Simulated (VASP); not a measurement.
Runs of VASP 6.6.1 on Ru. It takes space group P6_3/mmc (No. 194, hexagonal). Conventional cell: a = 2.706 Å, b = 2.706 Å, c = 4.282 Å, α = 90.00°, β = 90.00°, γ = 120.00°. Ru (site symmetry -6m2) is surrounded by 12 Ru at 2.65 to 2.71 Å. 

| level | potentials or basis | k mesh | cutoff (eV) | gap on the mesh (eV) | pressure (GPa) | relaxed volume (Å³/atom) |
| --- | --- | --- | --- | --- | --- | --- |
| PBEsol | VASP PAW PBE potentials, release 64 (Ru_pv) | 15 × 15 × 9 | 600 | none | 0.0 | (b) |
| PBE | VASP PAW PBE potentials, release 64 (Ru) | 8 × 8 × 5 | 300 | none | 0.0 | 13.61 |
| PBE+D3(BJ) | VASP PAW PBE potentials, release 64 (Ru_pv) | 15 × 15 × 9 | 600 | none | 0.0 | 13.43 |
| AM05 | VASP PAW PBE potentials, release 64 (Ru_pv) | 15 × 15 × 9 | 600 | none | -0.1 | (a) |
| RPBE | VASP PAW PBE potentials, release 64 (Ru_pv) | 15 × 15 × 9 | 600 | none | 0.1 | 13.95 |
| LDA | VASP PAW LDA potentials, release 64 (Ru_pv) | 15 × 15 × 9 | 600 | none | -0.1 | 13.12 |
| r2SCAN | VASP PAW PBE potentials, release 64 (Ru_pv) | 15 × 15 × 9 | 600 | none | 0.0 | (c) |
| PBE | VASP PAW PBE potentials, release 64 (Ru_pv) | 15 × 15 × 9 | 600 | none | 0.0 | 13.75 |

Alike in all rows: task relaxation of cell and atoms; no spin polarisation; cell relaxed; smearing methfessel-paxton 0.1 eV.

Task: Estimate the missing entries.

Result: (a) 13.23; (b) 13.32; (c) 13.55.

Caveats: the PAW data sets were made with another functional, which shifts forces and pressure a little (some runs); pairwise dispersion overbinds metals, which lowers pressure and volume (some runs).

A k mesh can miss the band edges, and the runs leave out spin-orbit coupling on Ru.

A gap of «none» marks a metal or a gap under the smearing width.

Not every run made on this cell is shown here.
